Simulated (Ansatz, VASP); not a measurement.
# CsC in VASP and in Ansatz

```
Cs C
1.0
     4.38844    0.00000    0.00000
    -2.19422    3.80050    0.00000
     0.00000    0.00000    3.76911
Cs C
1 1
Cartesian
  0.0000 2.5337 1.8846
  0.0000 0.0000 0.0000
```

Alike in both runs: task relaxation of cell and atoms; functional PBE; k mesh 15 × 15 × 14; occupations gaussian, width 0.1 eV; no spin polarisation.

|  | VASP | Ansatz |
| --- | --- | --- |
| version | VASP 6.6.1 | Ansatz 0.2.0 |
| potentials or method | VASP PAW PBE potentials, release 64 (Cs_sv, C) | scalar-relativistic, plane waves, PAW |
| plane-wave cutoff (eV) | 600 | 420 |
| valence electrons in the cell | 13 | 13 |

VASP gave:

| Property | Result |
| --- | --- |
| gap on the k mesh at the Fermi level, each at its own relaxed structure (eV) | none |
| relaxed volume (Å³/atom) | 31.67 |
| relaxed cell length with the largest relative difference (Å) | 3.659 |
| energy change over the relaxation (meV/atom) | -3 |

What did Ansatz give for the same quantities?

gap on the k mesh at the Fermi level, each at its own relaxed structure (eV): none; relaxed volume (Å³/atom): 31.42; relaxed cell length with the largest relative difference (Å): 3.646; energy change over the relaxation (meV/atom): -4.

A gap of «none» marks a metal or a gap that the smearing closes.

Spin-orbit coupling is left out, which matters for the levels of Cs.
